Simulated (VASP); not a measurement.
The system is Zr.

```xyz
2
Lattice="3.2320 0.0000 0.0000 -1.6160 2.7990 0.0000 0.0000 0.0000 5.1470" Properties=species:S:1:pos:R:3 pbc="T T T"
Zr    0.0000    1.8660    1.2868
Zr    1.6160    0.9330    3.8603
```

| Property | Result |
| --- | --- |
| Program | VASP 6.6.1 |
| Task | relaxation of cell and atoms |
| Functional | PBE |
| Dispersion | D3(BJ) |
| Potentials or basis | VASP PAW PBE potentials, release 64 (Zr_sv) |
| Cutoff | 600 eV |
| k mesh | 15 × 15 × 7 |
| Occupations | methfessel-paxton, width 0.1 eV |
| Spin | no spin polarisation |

At the start: pressure -3.3 GPa; volume 23.28 Å³/atom.

Where does the relaxation end?

Over 6 steps the energy falls by 9.0 meV/atom and the volume is 22.45 Å³/atom (-3.6 %); space group P6_3/mmc (No. 194, to 0.05 Å).

The path:
```
step  energy change (eV)  largest force (eV/Å)  pressure (GPa)  volume (Å³)
   1              0.0000                0.0000           -3.34        46.56
   2             -0.0002                0.0000            3.69        43.37
   3             -0.0177                0.0000           -0.02        44.93
   4             -0.0177                0.0000            0.06        44.90
   5             -0.0180                0.0000            0.05        44.89
   6             -0.0180                0.0000            0.05        44.89
```

Final structure:
```
Zr
1.0
     3.18504    0.00000    0.00000
    -1.59252    2.75832    0.00000
     0.00000    0.00000    5.10975
Zr
2
Direct
  0.33333 0.66667 0.25000
  0.66667 0.33333 0.75000
```

Caveat: pairwise dispersion overbinds metals, which lowers pressure and volume.
